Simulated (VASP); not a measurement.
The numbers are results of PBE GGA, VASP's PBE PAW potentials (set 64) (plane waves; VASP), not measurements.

The input files of a VASP run:

KPOINTS:
```
Automatic mesh
0
Gamma
6 6 3
0 0 0
```

INCAR:
```
! general
SYSTEM  = SnSe2
PREC    = Accurate
ENCUT   = 800
LREAL   = .FALSE.
LASPH   = .TRUE.

! electronic loop
EDIFF   = 1E-6
NELM    = 100
ALGO    = Normal
LMAXMIX = 4

! smearing
ISMEAR  = 0
SIGMA   = 0.05

! functional
GGA     = PE

! ions
ISIF    = 2

! output
LWAVE   = .FALSE.
LCHARG  = .FALSE.
```

POSCAR:
```
SnSe2
1
    1.9529130000    -3.3806500000     0.0000000000
    1.9529130000     3.3806500000     0.0000000000
    0.0000000000     0.0000000000     6.2681320000
Sn Se
1 2
Direct
  0.0000000000   0.0000000000   0.0000000000
  0.3333330000   0.6666670000   0.2500000000
  0.6759680000   0.3426340000   0.7500000000
```

POTCAR, in this order: Sn_d Se (PBE.64 set). Program: vasp_std.

The run wrote:

OUTCAR:
```
 ion  position               nearest neighbor table
   1  0.000  0.000  0.000-   3 2.72   2 2.75   3 2.75   2 2.75   2 2.75   3 2.77
   2  0.333  0.667  0.250-   1 2.75   1 2.75   1 2.75
   3  0.676  0.343  0.750-   1 2.72   1 2.75   1 2.77
  LATTYP: Found a base centered orthorhombic cell.
 ALAT       =     3.9058260000
 B/A-ratio  =     1.7310806984
 C/A-ratio  =     1.6048159851
 Subroutine PRICEL returns:
 Original cell was already a primitive cell.
 Subroutine GETGRP returns: Found  1 space group operations
The static configuration has the point symmetry C_1 .
The dynamic configuration has the point symmetry C_1 .
 Subroutine INISYM returns: Found  1 space group operations
 Subroutine IBZKPT returns following result:
 Found     56 irreducible k-points:

 Following reciprocal coordinates:
            Coordinates               Weight
  0.000000  0.000000  0.000000      1.000000
  0.166667 -0.000000  0.000000      2.000000
 -0.000000  0.166667  0.000000      2.000000
  0.333333  0.000000  0.000000      2.000000
  0.000000  0.333333  0.000000      2.000000
  0.500000  0.000000  0.000000      1.000000
...
```

### OSZICAR
```
       N       E                     dE             d eps       ncg     rms          rms(c)
DAV:   1     0.224157516599E+03    0.22416E+03   -0.15671E+04  1920   0.226E+03
DAV:   2     0.132016621423E+02   -0.21096E+03   -0.20701E+03  2080   0.466E+02
DAV:   3    -0.112403915481E+02   -0.24442E+02   -0.23770E+02  2344   0.135E+02
DAV:   4    -0.120906120431E+02   -0.85022E+00   -0.84882E+00  2336   0.256E+01
DAV:   5    -0.121084787208E+02   -0.17867E-01   -0.17861E-01  2861   0.389E+00    0.470E+00
DAV:   6    -0.118487073290E+02    0.25977E+00   -0.68122E-01  2852   0.874E+00    0.305E+00
DAV:   7    -0.118345513614E+02    0.14156E-01   -0.15507E-01  2387   0.271E+00    0.102E+00
DAV:   8    -0.118347621625E+02   -0.21080E-03   -0.12643E-02  2355   0.114E+00    0.264E-01
DAV:   9    -0.118353455193E+02   -0.58336E-03   -0.14965E-03  2223   0.335E-01    0.806E-02
DAV:  10    -0.118353627071E+02   -0.17188E-04   -0.13380E-04  2761   0.903E-02    0.319E-02
DAV:  11    -0.118353990316E+02   -0.36325E-04   -0.55174E-05  2026   0.478E-02    0.990E-03
DAV:  12    -0.118353995633E+02   -0.53171E-06   -0.28491E-06  2293   0.147E-02
   1 F= -.11835400E+02 E0= -.11835400E+02  d E =-.103845E-17
```

OUTCAR:
```
------------------------ aborting loop because EDIFF is reached ----------------------------------------
  FORCE on cell =-STRESS in cart. coord.  units (eV):
  Direction    XX          YY          ZZ          XY          YZ          ZX
  --------------------------------------------------------------------------------------
  Total       -0.0039829      0.0119733      0.8259265      0.0146208      0.0047197      0.1807986
  in kB       -0.0771010      0.2317789     15.9882441      0.2830289      0.0913645      3.4998893
  external PRESSURE =       5.3809740 kB  Pullay stress =       0.0000000 kB
  volume of cell :       82.77
      direct lattice vectors                 reciprocal lattice vectors
     1.952913000 -3.380650000  0.000000000     0.256027790 -0.147900552  0.000000000
     1.952913000  3.380650000  0.000000000     0.256027790  0.147900552  0.000000000
     0.000000000  0.000000000  6.268132000     0.000000000  0.000000000  0.159537164
 POSITION                                       TOTAL-FORCE (eV/Angst)
 -----------------------------------------------------------------------------------
      0.00000      0.00000      0.00000         0.086516      0.005197      0.006250
      1.95291      1.12689      1.56703         0.025338     -0.001267      0.095397
      1.98924     -1.12689      4.70110        -0.111854     -0.003930     -0.101647
 -----------------------------------------------------------------------------------
    total drift:                                0.000031      0.000002      0.000016
  FREE ENERGIE OF THE ION-ELECTRON SYSTEM (eV)
  ---------------------------------------------------
  free  energy   TOTEN  =       -11.8353995633 eV

  energy  without entropy=      -11.8353995633  energy(sigma->0) =      -11.83539956
```
(Selected blocks of OUTCAR.)

The compound is SnSe2 in the 1T layered structure. The cell was not relaxed at this level, atoms are displaced from their ideal sites. The run is one of a series of settings (ENCUT = 800 against the base run), some of them coarse on purpose.
